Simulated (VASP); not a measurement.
Input:

```
Cl
1.0
    3.24692    -2.04898     0.00000
    3.24692     2.04898     0.00000
    0.00000     0.00000     8.29303
Cl
4
Direct
  0.88186   0.11814   0.60545
  0.11814   0.88186   0.39455
  0.61814   0.38186   0.10545
  0.38186   0.61814   0.89455
```

Method: r2SCAN meta-GGA, VASP's PBE PAW potentials (set 64) (plane waves; VASP). Run with 400 eV cut-off, 7×7×3 Γ-centred mesh, tetrahedra with Blöchl corrections, potentials Cl.

Problem. Give the energies of bands 5 to 17 at the high-symmetry points, in eV from the valence-band maximum.

Solution. 
| band | Γ | Y | F0 | Z | B0 | T | S | R |
|---|---|---|---|---|---|---|---|---|
| 5 | -5.91 | -5.67 | -5.61 | -5.29 | -5.31 | -5.23 | -5.51 | -5.36 |
| 6 | -4.58 | -4.70 | -5.13 | -5.29 | -5.31 | -5.23 | -5.51 | -5.36 |
| 7 | -2.81 | -4.26 | -3.88 | -2.63 | -3.67 | -4.01 | -3.67 | -3.98 |
| 8 | -2.71 | -3.67 | -3.44 | -2.63 | -3.67 | -4.01 | -3.67 | -3.98 |
| 9 | -2.56 | -3.14 | -3.40 | -2.51 | -3.52 | -2.91 | -2.83 | -2.87 |
| 10 | -2.45 | -2.91 | -3.28 | -2.51 | -3.52 | -2.91 | -2.83 | -2.87 |
| 11 | -0.87 | -1.40 | -1.12 | -0.73 | -0.65 | -0.84 | -0.83 | -0.63 |
| 12 | -0.37 | -1.07 | -0.81 | -0.73 | -0.65 | -0.84 | -0.83 | -0.63 |
| 13 | -0.14 | -0.42 | -0.41 | -0.07 | -0.43 | -0.79 | -0.28 | -0.10 |
| 14 | 0.00 | -0.24 | -0.22 | -0.07 | -0.43 | -0.79 | -0.28 | -0.10 |
| 15 | 2.69 | 2.80 | 3.09 | 3.13 | 3.16 | 3.09 | 3.39 | 3.13 |
| 16 | 3.68 | 3.47 | 3.41 | 3.13 | 3.16 | 3.09 | 3.39 | 3.13 |
| 17 | 7.41 | 8.85 | 9.46 | 7.82 | 10.19 | 9.46 | 8.58 | 8.84 |

The gap is direct, 2.69 eV, from the valence maximum at Γ to the conduction minimum at Γ.

The structure comes from a computed database's Cl entry (Cmce); how it stands against other phases isn't given here. It was relaxed first.
